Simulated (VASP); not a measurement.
# SnTe: band structure with PBE

Crystal: SnTe.

```
Sn Te
1.0
     0.00000    3.16000    3.16000
     3.16000    0.00000    3.16000
     3.16000    3.16000    0.00000
Sn Te
1 1
Direct
  0.00000 0.00000 0.00000
  0.50000 0.50000 0.50000
```

The cell was built by a generator and isn't the measured one.

```json
{
  "Program": "VASP 6.6.1",
  "Task": "band structure",
  "Functional": "PBE",
  "Potentials or basis": "VASP PAW PBE potentials, release 64 (Sn_d, Te)",
  "Cutoff": "520 eV",
  "k mesh": "10 × 10 × 10",
  "Occupations": "fermi-dirac, width 0.05 eV",
  "Spin": "non-collinear spin, zero start, spin-orbit coupling",
  "Starting moments": "[[0.0, 0.0, 0.0], [0.0, 0.0, 0.0]] μB",
  "Further INCAR settings": "ALGO = Normal; EDIFF = 1e-06; NBANDS = 32"
}
```

```json
{
  "Pressure": "1.9 GPa",
  "Net moment": "0.00 μB per cell",
  "Valence electrons inside the program's atomic spheres": "Sn 12.09; Te 3.38"
}
```

Moments on the atoms (μB; x, y, z):
```
Sn  0.00 0.00 0.00
Te  0.00 0.00 0.00
```

It took 3.3 min on 1 thread of Intel(R) Xeon(R) 6975P-C (Granite Rapids), on a shared host, peak memory 0.5 GiB.
